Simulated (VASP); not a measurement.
Data:

```yaml
crystal:
  lattice:
    - [5.62048, 0.00000, 0.00000]
    - [0.00000, 5.62048, 0.00000]
    - [0.00000, 0.00000, 5.62048]
  atoms:
    - { symbol: Cs, position: [0.00000, 0.00000, 0.00000] }
    - { symbol: Pb, position: [0.50000, 0.50000, 0.50000] }
    - { symbol: Cl, position: [0.50000, 0.00000, 0.50000] }
    - { symbol: Cl, position: [0.00000, 0.50000, 0.50000] }
    - { symbol: Cl, position: [0.50000, 0.50000, 0.00000] }
```

Method: PBEsol GGA, VASP's PBE PAW potentials (set 64) (plane waves; VASP). Settings: 400 eV cut-off, 5×5×5 Γ-centred mesh, tetrahedra with Blöchl corrections, potentials Cs_sv Pb_d Cl.

The cores are frozen, which limits the accuracy of field gradients.

Give the principal components of the electric field gradient (V/Å²) and the asymmetry η at each nucleus.

```
atom    Vxx    Vyy   Vzz     η
----  -----  -----  ----  ----
Cs1     0.0    0.0   0.0     -
Pb2     0.0    0.0   0.0     -
Cl3   -44.5  -44.5  89.0  0.00
Cl4   -44.5  -44.5  89.0  0.00
Cl5   -44.5  -44.5  89.0  0.00
```

The compound is CsPbCl3 in the cubic perovskite structure, the ideal cubic form; the compound distorts at low or room temperature. It was relaxed first.
